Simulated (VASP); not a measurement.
Here is the system:

```xyz
2
Lattice="0.0000 2.2352 2.2352 2.2352 0.0000 2.2352 2.2352 2.2352 0.0000" Properties=species:S:1:pos:R:3 pbc="T T T"
Hf     0.0000     0.0000     0.0000
N      2.2352     2.2352     2.2352
```

These are optB86b-vdW, VASP's PBE PAW potentials (set 64) (plane waves; VASP 6.6.1) values and carry that method's errors. Run with 520 eV cut-off, 14×14×14 Γ-centred mesh, first-order Methfessel-Paxton smearing of 0.10 eV, potentials Hf_pv N.

Question: Give the stress tensor in GPa (positive for a compressed cell).

Answer: 
```
9.21  0.00  0.00
0.00  9.21  0.00
0.00  0.00  9.21
```
The pressure is its mean diagonal, 9.21 GPa.

The compound is HfN in the rock salt structure. This cell is one point of a volume scan, at 0.97 of the reference volume. The electron count is odd and the run is not spin-polarised, which forces a metal.
